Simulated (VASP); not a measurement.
Here is the system:

```
CELL_PARAMETERS angstrom
      4.69327    -8.12898     0.00000
      4.69327     8.12898     0.00000
      0.00000     0.00000    10.01920
ATOMIC_POSITIONS crystal
  Al 0.22200 0.11069 0.24916
  Al 0.11009 0.22065 0.99921
  Al 0.22194 0.11074 0.74897
  Al 0.10762 0.21955 0.49958
  Al 0.21740 0.44187 0.24611
  Al 0.11005 0.55590 0.99923
  Al 0.22078 0.44357 0.75328
  Al 0.10765 0.55424 0.49947
  Al 0.22201 0.77765 0.24914
  Al 0.11104 0.88871 0.99923
  Al 0.22201 0.77738 0.74895
  Al 0.11081 0.88850 0.49907
  Al 0.55514 0.11074 0.24960
  Al 0.44379 0.22063 0.99911
  Al 0.55571 0.11091 0.74928
  Al 0.44501 0.21972 0.49966
  Al 0.55751 0.44187 0.24607
  Al 0.44417 0.55527 0.00027
  Al 0.55577 0.44361 0.75336
  Al 0.55755 0.78193 0.24611
  Al 0.44384 0.88951 0.99919
  Al 0.55587 0.77840 0.75329
  Al 0.44496 0.89155 0.49966
  Al 0.88877 0.11078 0.24962
  Al 0.77771 0.22210 0.99940
  Al 0.88833 0.11085 0.74915
  Al 0.77743 0.22183 0.49855
  Al 0.88874 0.44445 0.24958
  Al 0.77896 0.55592 0.99923
  Al 0.88831 0.44373 0.74917
  Al 0.77964 0.55433 0.49960
  Al 0.88877 0.77758 0.24922
  Al 0.77901 0.88957 0.99926
  Al 0.88877 0.77750 0.74911
  Al 0.77954 0.89146 0.49959
  N  0.22219 0.11127 0.44204
  N  0.11001 0.21996 0.19015
  N  0.22187 0.11055 0.94084
  N  0.11094 0.22221 0.69199
  N  0.20373 0.43491 0.43553
  N  0.11001 0.55640 0.19018
  N  0.22069 0.44360 0.94497
  N  0.11085 0.55497 0.69193
  N  0.22215 0.77714 0.44199
  N  0.11087 0.88861 0.19166
  N  0.22195 0.77775 0.94085
  N  0.11097 0.88857 0.69102
  N  0.55536 0.11085 0.44151
  N  0.44317 0.21996 0.19004
  N  0.55593 0.11112 0.94095
  N  0.44446 0.22227 0.69210
  N  0.56422 0.43509 0.43554
  N  0.44417 0.55523 0.19583
  N  0.55598 0.44361 0.94504
  N  0.44402 0.55510 0.70437
  N  0.56411 0.79529 0.43564
  N  0.44327 0.88950 0.19015
  N  0.55605 0.77876 0.94498
  N  0.44448 0.88839 0.69206
  N  0.88837 0.11074 0.44147
  N  0.77759 0.22201 0.19177
  N  0.88851 0.11115 0.94089
  N  0.77748 0.22187 0.69083
  N  0.88841 0.44388 0.44144
  N  0.77945 0.55642 0.19014
  N  0.88849 0.44386 0.94095
  N  0.77708 0.55505 0.69205
  N  0.88808 0.77715 0.44203
  N  0.77944 0.88950 0.19018
  N  0.88918 0.77784 0.94096
  N  0.77719 0.88832 0.69202
  Sc 0.44393 0.55506 0.49367
```
Cell charge +1.

Method: HSE06 screened hybrid, VASP's PBE PAW potentials (set 64) (plane waves; VASP 6.6.1). Numerical set-up: PREC = Normal, LREAL = Auto, ISYM = 0, NELECT = 295.0, EDIFF = 1E-5, 400 eV cut-off, 1×1×1 Γ-centred mesh, Gaussian smearing of 0.050 eV, potentials Al N Sc_sv. Starting moments (MAGMOM): 72*0.0139. The cell's moment is fixed (NUPDOWN = 1).

The cell is charged, with a uniform compensating background. The supercell is sampled at Γ alone, which is coarse: total energies, pressure and levels can be off, energies of defects by several tenths of an eV.

Q: What does the run give for the cell moment, energy per atom (σ→0)?

A: 
The cell moment comes out as 1.00 μB and the energy per atom (σ→0) is -8.824 eV/atom.

Only differences to runs with the same potentials and settings are physical.

The cell is a supercell with a defect, built from AlN (wurtzite): Sc_Al, charge +1. The cell's shape comes from a PBE relaxation.
